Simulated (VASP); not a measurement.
# Cd3Ir (Pm-3m) in VASP: single point with LDA

Aim: the single point of Cd3Ir with LDA.

Everything below comes from runs of VASP 6.6.1. Logs are shortened: lines on timing, memory, paths and dates and some standing lists are left out, and cuts for length are marked.

## (1) The structure

Symmetry: Pm-3m, No. 221, cubic system. Conventional cell: a = 4.217 Å, b = 4.217 Å, c = 4.217 Å, α = 90.00°, β = 90.00°, γ = 90.00°. Around Cd (site symmetry 4/mmm) lie 8 Cd at 2.98 Å and 4 Ir at 2.98 Å. Ir (site symmetry m-3m) has 12 Cd at 2.98 Å as nearest neighbours.

The cell comes from a database or a generator and needn't be the stable form of this composition.

## (2) Single point, LDA

INCAR

```
PREC = Accurate ; ENCUT = 520
EDIFF = 1E-6 ; ISMEAR = -1
SIGMA = 0.05 ; LREAL = False
LASPH = True ; NELM = 100
ALGO = Normal ; ISIF = 2
LWAVE = False ; LCHARG = False
GGA = CA ; NBANDS = 30
```

KPOINTS

```
regular mesh
0
Gamma
  6 6 6
```

POSCAR

```
Cd3Ir
1.0
    4.2167040000      0.0000000000      0.0000000000
    0.0000000000      4.2167040000      0.0000000000
    0.0000000000      0.0000000000      4.2167040000
Cd Ir
3 1
Direct
    0.0000000000      0.5000000000      0.5000000000
    0.5000000000      0.0000000000      0.5000000000
    0.5000000000      0.5000000000      0.0000000000
    0.0000000000      0.0000000000      0.0000000000
```

Potentials or basis: VASP PAW LDA potentials, release 64 (Cd, Ir).

Command:

```console
> cat potpaw_LDA.64/Cd/POTCAR potpaw_LDA.64/Ir/POTCAR > POTCAR
> mpirun -np 1 vasp_std > vasp.out
```

OUTCAR:

```text
PREC = Accurate
   ENCUT = 520
   EDIFF = 1E-6
   ISMEAR = -1
   LREAL = False
   LASPH = True
   NELM = 100
   ISIF = 2
   GGA = CA

 ion  position               nearest neighbor table
   1  0.000  0.500  0.500-   2 2.98   3 2.98   4 2.98   3 2.98   4 2.98   2 2.98   4 2.98   4 2.98
                             2 2.98   3 2.98   3 2.98   2 2.98
   2  0.500  0.000  0.500-   1 2.98   3 2.98   4 2.98   3 2.98   4 2.98   1 2.98   3 2.98   3 2.98
                             1 2.98   4 2.98   4 2.98   1 2.98
   3  0.500  0.500  0.000-   1 2.98   2 2.98   4 2.98   1 2.98   2 2.98   2 2.98   4 2.98   2 2.98
                             1 2.98   4 2.98   1 2.98   4 2.98
   4  0.000  0.000  0.000-   1 2.98   2 2.98   3 2.98   1 2.98   2 2.98   1 2.98   3 2.98   1 2.98
                             2 2.98   3 2.98   2 2.98   3 2.98

  LATTYP: Found a simple cubic cell.
 ALAT       =     4.2167040000

  Lattice vectors:

 A1 = (   4.2167040000,   0.0000000000,   0.0000000000)
 A2 = (   0.0000000000,   4.2167040000,   0.0000000000)
 A3 = (   0.0000000000,   0.0000000000,   4.2167040000)

Analysis of symmetry for initial positions (statically):
=====================================================================
 Subroutine PRICEL returns:
 Original cell was already a primitive cell.

 Routine SETGRP: Setting up the symmetry group for a
 simple cubic supercell.

 Subroutine GETGRP returns: Found 48 space group operations
 (whereof 48 operations were pure point group operations)
 out of a pool of 48 trial point group operations.

The static configuration has the point symmetry O_h .

Analysis of symmetry for dynamics (positions and initial velocities):
=====================================================================
 Subroutine PRICEL returns:
 Original cell was already a primitive cell.

 Routine SETGRP: Setting up the symmetry group for a
 simple cubic supercell.

 Subroutine GETGRP returns: Found 48 space group operations
 (whereof 48 operations were pure point group operations)
 out of a pool of 48 trial point group operations.

The dynamic configuration has the point symmetry O_h .

 Subroutine INISYM returns: Found 48 space group operations
 (whereof 48 operations are pure point group operations),
 and found     1 'primitive' translations

----------------------------------------------------------------------------------------

                                     Primitive cell

  volume of cell :      74.9755

  direct lattice vectors                    reciprocal lattice vectors
     4.216704000  0.000000000  0.000000000     0.237152051  0.000000000  0.000000000
     0.000000000  4.216704000  0.000000000     0.000000000  0.237152051  0.000000000
     0.000000000  0.000000000  4.216704000     0.000000000  0.000000000  0.237152051

  length of vectors
     4.216704000  4.216704000  4.216704000     0.237152051  0.237152051  0.237152051

  position of ions in fractional coordinates (direct lattice)
     0.000000000  0.500000000  0.500000000
     0.500000000  0.000000000  0.500000000
     0.500000000  0.500000000  0.000000000
     0.000000000  0.000000000  0.000000000

  ion indices of the primitive-cell ions
   primitive index   ion index
                 1           1
                 2           2
                 3           3
                 4           4

----------------------------------------------------------------------------------------

 KPOINTS: regular mesh

Automatic generation of k-mesh.
 Grid dimensions read from file:
 generate k-points for:    6    6    6

 Generating k-lattice:

  Cartesian coordinates                     Fractional coordinates (reciprocal lattice)
     0.039525342  0.000000000  0.000000000     0.166666667  0.000000000  0.000000000
     0.000000000  0.039525342  0.000000000     0.000000000  0.166666667  0.000000000
     0.000000000  0.000000000  0.039525342     0.000000000  0.000000000  0.166666667

  Length of vectors
     0.039525342  0.039525342  0.039525342

  Shift w.r.t. Gamma in fractional coordinates (k-lattice)
     0.000000000  0.000000000  0.000000000

 Subroutine IBZKPT returns following result:
 ===========================================

 Found     20 irreducible k-points:

 Following reciprocal coordinates:
            Coordinates               Weight
  0.000000  0.000000  0.000000      1.000000
  0.166667  0.000000  0.000000      6.000000
  0.333333  0.000000  0.000000      6.000000
  0.500000  0.000000  0.000000      3.000000
  0.166667  0.166667  0.000000     12.000000
  0.333333  0.166667  0.000000     24.000000
[... 12 lines left out ...]
  0.500000  0.500000  0.333333      6.000000
  0.500000  0.500000  0.500000      1.000000
   k-points           NKPTS =     20   k-points in BZ     NKDIM =     20   number of bands    NBANDS=     30
   number of dos      NEDOS =    301   number of ions     NIONS =      4
   total plane-waves  NPLWV =  32768
   dimension x,y,z NGX =    32 NGY =   32 NGZ =   32
   dimension x,y,z NGXF=    64 NGYF=   64 NGZF=   64
   ions per type =               3   1
   NGX,Y,Z   is equivalent  to a cutoff of  12.62, 12.62, 12.62 a.u.
   NGXF,Y,Z  is equivalent  to a cutoff of  25.23, 25.23, 25.23 a.u.
 SYSTEM =  unknown system
   PREC   = accura    normal or accurate (medium, high low for compatibility)
   ISTART =      0    job   : 0-new  1-cont  2-samecut
   ICHARG =      2    charge: 1-file 2-atom 10-const
   ISPIN  =      1    spin polarized calculation?
   LNONCOLLINEAR =      F non collinear calculations
   LSORBIT =      F    spin-orbit coupling
   LASPH  =      T    aspherical Exc in radial PAW
   ENCUT  =  520.0 eV  38.22 Ry    6.18 a.u.   7.84  7.84  7.84*2*pi/ulx,y,z
   NELM   =    100;   NELMIN=  2; NELMDL= -5     # of ELM steps
   EDIFF  = 0.1E-05   stopping-criterion for ELM
   LREAL  =      F    real-space projection
   EDIFFG = 0.1E-04   stopping-criterion for IOM
   NSW    =      0    number of steps for IOM
   IBRION =     -1    ionic relax: 0-MD 1-quasi-New 2-CG
   NFREE  =      0    steps in history (QN), initial steepest desc. (CG)
   ISIF   =      2    stress and relaxation
   ISYM   =      2    0-nonsym 1-usesym 2-fastsym
   POTIM  = 0.5000    time-step for ionic-motion
   TEBEG  =    0.0;   TEEND  =   0.0 temperature during run
   PSTRESS=    0.0 pullay stress
   NELECT =      45.0000    total number of electrons
   NUPDOWN=      -1.0000    fix difference up-down
   EMIN   =  10.00;   EMAX   =-10.00  energy-range for DOS
   EFERMI =   0.00;   METHOD = LEGACY
   ISMEAR =    -1;   SIGMA  =   0.05  broadening in eV -4-tet -1-fermi 0-gaus
   EFERMI_NEDOS =   21; number of points for ismear=-14 and -15
   IALGO  =     38    algorithm
   IMIX   =      4    mixing-type and parameters
     AMIX     =   0.40;   BMIX     =  1.00
     AMIX_MAG =   1.60;   BMIX_MAG =  1.00
  volume/ion in A,a.u.               =      18.74       126.49
  Fermi-wavevector in a.u.,A,eV,Ry     =   1.380933  2.609585 25.945976  1.906975
  Thomas-Fermi vector in A             =   2.505764
   LORBIT       =      0    0 simple, 1 ext, 2 COOP (PROOUT), +10 PAW based schemes
   GGA     = CA    functional components
   LHFCALC =     F    Hartree Fock is set to
   AEXX    =    0.0000 exact exchange contribution
   IVDW    =     0    specifies the selected vdW correction
   LEPSILON=     F    determine dielectric tensor
   LRPA    =     F    only Hartree local field effects (RPA)
 non-spin polarized calculation
  energy-cutoff  :      520.00
  volume of cell :       74.98
 maximum number of plane-waves:      2040
 NGX is ok and might be reduce to    32
   NGX = 15   NGY = 15   NGZ = 15

 number of electron      45.0000038 magnetization

 Free energy of the ion-electron system (eV)
  ---------------------------------------------------
  ext. energy  EPLUGINS =         0.00000000
  ---------------------------------------------------
  free energy    TOTEN  =       -14.44114354 eV

  energy without entropy =      -14.42863015  energy(sigma->0) =      -14.43488685

 E-fermi :   3.9709     XC(G=0): -12.2360

 val. band max:        3.9361564517   @ k =   0.3333   0.3333   0.3333
 cond. band min:       4.0857451125   @ k =   0.1667   0.1667   0.1667
 fundamental gap:      0.1495886608
 Fermi energy:         3.9708739972

 k-point     1 :       0.0000    0.0000    0.0000
  band No.  band energies     occupation
      1      -6.0811      2.00000
      2      -5.7667      2.00000
      3      -5.7667      2.00000
      4      -5.7667      2.00000
      5      -5.4052      2.00000
      6      -5.4052      2.00000
[... 22 lines left out ...]
     29      11.8446      0.00000
     30      11.8446      0.00000

 k-point     2 :       0.1667    0.0000    0.0000
  band No.  band energies     occupation
      1      -5.9777      2.00000
      2      -5.7319      2.00000
      3      -5.6745      2.00000
      4      -5.6745      2.00000
      5      -5.3611      2.00000
      6      -5.3075      2.00000
[... 22 lines left out ...]
     29      11.4637      0.00000
     30      11.7188      0.00000

 k-point     3 :       0.3333    0.0000    0.0000
  band No.  band energies     occupation
      1      -5.7288      2.00000
      2      -5.6534      2.00000
      3      -5.4108      2.00000
      4      -5.4108      2.00000
      5      -5.2672      2.00000
      6      -5.0647      2.00000
[... 22 lines left out ...]
     29      10.0617      0.00000
     30      11.5608      0.00000

 k-point     4 :       0.5000    0.0000    0.0000
  band No.  band energies     occupation
      1      -5.6081      2.00000
      2      -5.5564      2.00000
      3      -5.1965      2.00000
      4      -5.0953      2.00000
      5      -5.0953      2.00000
      6      -4.9141      2.00000
[... 484 lines left out ...]
     29      14.9873      0.00000
     30      15.7005      0.00000

 k-point    19 :       0.5000    0.5000    0.3333
  band No.  band energies     occupation
      1      -5.6109      2.00000
      2      -5.5771      2.00000
      3      -5.5769      2.00000
      4      -5.5769      2.00000
      5      -5.0673      2.00000
      6      -5.0673      2.00000
[... 22 lines left out ...]
     29      16.0819      0.00000
     30      16.6195      0.00000

 k-point    20 :       0.5000    0.5000    0.5000
  band No.  band energies     occupation
      1      -5.7050      2.00000
      2      -5.6535      2.00000
      3      -5.6535      2.00000
      4      -5.6535      2.00000
      5      -5.0713      2.00000
      6      -5.0713      2.00000
[... 22 lines left out ...]
     29      17.8655      0.00000
     30      18.0334      0.00000

------------------------ aborting loop because EDIFF is reached ----------------------------------------

  FORCE on cell =-STRESS in cart. coord.  units (eV):
  Direction    XX          YY          ZZ          XY          YZ          ZX
  --------------------------------------------------------------------------------------
  -------------------------------------------------------------------------------------
  Total       -4.6344318     -4.6344318     -4.6344318      0.0000000     -0.0000000     -0.0000000
  in kB      -99.0347783    -99.0347783    -99.0347783      0.0000000     -0.0000000     -0.0000000
  external PRESSURE =     -99.0347783 kB  Pullay stress =       0.0000000 kB

 VOLUME and BASIS-vectors are now :
 -----------------------------------------------------------------------------
  energy-cutoff  :      520.00
  volume of cell :       74.98
      direct lattice vectors                 reciprocal lattice vectors
     4.216704000  0.000000000  0.000000000     0.237152051  0.000000000  0.000000000
     0.000000000  4.216704000  0.000000000     0.000000000  0.237152051  0.000000000
     0.000000000  0.000000000  4.216704000     0.000000000  0.000000000  0.237152051

 POSITION                                       TOTAL-FORCE (eV/Angst)
 -----------------------------------------------------------------------------------
      0.00000      2.10835      2.10835         0.000000      0.000000      0.000000
      2.10835      0.00000      2.10835         0.000000      0.000000      0.000000
      2.10835      2.10835      0.00000         0.000000      0.000000      0.000000
      0.00000      0.00000      0.00000         0.000000      0.000000      0.000000
 -----------------------------------------------------------------------------------
    total drift:                                0.000000     -0.000000     -0.000000

  FREE ENERGIE OF THE ION-ELECTRON SYSTEM (eV)
  ---------------------------------------------------
  free  energy   TOTEN  =       -14.4411435437 eV

  energy  without entropy=      -14.4286301482  energy(sigma->0) =      -14.43488685
```

Run time: 19 s. Hardware: 1 thread of Intel Xeon Platinum 8488C (Sapphire Rapids), shared host; peak memory 0.18 GiB.

What came out:

```
Free energy            : -14.4411 eV
Pressure               : -9.9 GPa
Band gap on the k mesh : none (metal or under the smearing width)
```

Spin-orbit coupling is left out, which matters for the levels of Ir.
